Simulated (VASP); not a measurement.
Here is the system:

```
MoSi2
1.0
   -1.58769     1.58769     3.89166
    1.58769    -1.58769     3.89166
    1.58769     1.58769    -3.89166
Si Mo
2 1
Direct
  0.66481   0.66481   0.00000
  0.33519   0.33519   0.00000
  0.00000   0.00000   0.00000
```

These are LDA (Ceperley-Alder, Perdew-Zunger) with spin-orbit coupling, VASP's LDA PAW potentials (set 64) (plane waves; VASP 6.6.1) values and carry that method's errors. Run with 400 eV cut-off, 12×12×12 Γ-centred mesh, Gaussian smearing of 0.050 eV, potentials Si Mo_sv.

Q: Give the energies of bands 15 to 28 at the high-symmetry points, in eV from the Fermi level.

A: 
| band | Γ | X | P | N | M | S | R |
|---|---|---|---|---|---|---|---|
| 15 | -3.19 | -5.16 | -6.19 | -4.50 | -2.25 | -2.87 | -4.49 |
| 16 | -3.19 | -5.16 | -6.19 | -4.50 | -2.25 | -2.87 | -4.49 |
| 17 | -2.69 | -4.49 | -2.71 | -2.67 | -0.63 | -2.54 | -3.81 |
| 18 | -2.69 | -4.49 | -2.71 | -2.67 | -0.63 | -2.54 | -3.81 |
| 19 | -2.63 | -3.14 | -2.12 | -2.62 | -0.55 | -2.30 | -3.00 |
| 20 | -2.63 | -3.14 | -2.12 | -2.62 | -0.55 | -2.30 | -3.00 |
| 21 | 0.40 | -1.15 | -2.03 | -0.52 | -0.49 | -0.41 | -1.77 |
| 22 | 0.40 | -1.15 | -2.03 | -0.52 | -0.49 | -0.41 | -1.77 |
| 23 | 3.20 | 2.37 | 0.34 | 2.32 | -0.38 | 1.55 | 1.80 |
| 24 | 3.20 | 2.37 | 0.34 | 2.32 | -0.38 | 1.55 | 1.80 |
| 25 | 3.26 | 2.82 | 2.37 | 3.16 | 0.54 | 3.05 | 2.11 |
| 26 | 3.26 | 2.82 | 2.37 | 3.16 | 0.54 | 3.05 | 2.11 |
| 27 | 3.56 | 3.24 | 4.09 | 4.24 | 4.80 | 3.73 | 2.69 |
| 28 | 3.56 | 3.24 | 4.09 | 4.24 | 4.80 | 3.73 | 2.69 |

It has no gap at this level: it comes out as a metal or semimetal.

The compound is MoSi2 in the MoSi2 type structure. It was relaxed first.
